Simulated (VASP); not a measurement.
SrCl2 (fluorite), at 0.96 of the tabulated volume:

```
SrCl2
1.0
    0.00000     3.44283     3.44283
    3.44283     0.00000     3.44283
    3.44283     3.44283     0.00000
Sr Cl
1 2
Cartesian
  0.00000   0.00000   0.00000
  1.72142   1.72142   1.72142
  5.16425   5.16425   5.16425
```

The lowest empty band near X, direction across the valley's axis, from PBE with spin-orbit coupling in VASP (PAW); its two spin partners are averaged. The gap over the points computed is 5.48 eV, and the next band on that side lies 1.66 eV away at the edge.

Run with 400 eV cut-off, 6×6×6 Γ-centred mesh, Gaussian smearing of 0.050 eV, potentials Sr_sv Cl.

```json
[
 {"distance from the edge in k (1/Å)": "0.025", "distance in energy (meV)": "3.8"},
 {"distance from the edge in k (1/Å)": "0.035", "distance in energy (meV)": "7.4"},
 {"distance from the edge in k (1/Å)": "0.050", "distance in energy (meV)": "15.1"},
 {"distance from the edge in k (1/Å)": "0.070", "distance in energy (meV)": "29.5"}
]
```

**Question.** Fit E(1 + αE) = ħ²k²/2m* (ħ²/2m0 = 3.810 eV Å²) and predict the row at 0.095 1/Å.

**Answer.** The rows don't resolve α, so a parabola serves: the electron mass is m* = 0.632 m0, and so 54.4 meV. The run gave 54.0 meV, -0.4 meV from the fit.

Left out are points under 3 meV from the edge, since the levels carry 0.1 meV, and points farther than half the way to the next band.

The compound is SrCl2 in the fluorite structure. The cell was not relaxed at this level.
